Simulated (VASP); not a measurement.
Set up this calculation in VASP 6.6.1, as the native input.

| Quantity | Value |
| --- | --- |
| Task | single point |
| Functional | LDA |
| Potentials or basis | VASP PAW LDA potentials, release 64 (Si) |
| Cutoff | 520 eV |
| k mesh | 12 × 12 × 12 |
| Occupations | gaussian, width 0.02 eV |
| Spin | no spin polarisation |
| Dipole correction | no |
| Further INCAR settings | ALGO = Normal; EDIFF = 1e-06; NBANDS = 11 |

The structure of Si lies in POSCAR:

```
Si
1.0
    0.0000000000      2.7009711436      2.7009711436
    2.7009711436      0.0000000000      2.7009711436
    2.7009711436      2.7009711436      0.0000000000
Si
2
Direct
    0.7500000000      0.7500000000      0.7500000000
    0.5000000000      0.5000000000      0.5000000000
```

These files were run (other wordings do the same):

INCAR

```
ALGO = Normal
EDIFF = 1E-6
ENCUT = 520
ISIF = 2
ISMEAR = 0
LASPH = T
LCHARG = T
LELF = T
LREAL = F
LVHAR = T
LWAVE = F
NBANDS = 11
NELM = 100
PREC = Accurate
SIGMA = 0.02
```

KPOINTS

```
k-points
0
Gamma
  12 12 12
```

Potentials or basis: VASP PAW LDA potentials, release 64 (Si).

Command:

```console
$ cat potpaw_LDA.64/Si/POTCAR > POTCAR
$ mpirun -np 1 vasp_std > vasp.out
```

It gave:

The pressure is 0.0 GPa and the band gap on the k mesh is 0.44 eV, indirect (least direct gap 2.53 eV).

Wall time 15 s on 1 thread of Intel(R) Xeon(R) Platinum 8488C (Sapphire Rapids) (shared host), peak memory 0.14 GiB.
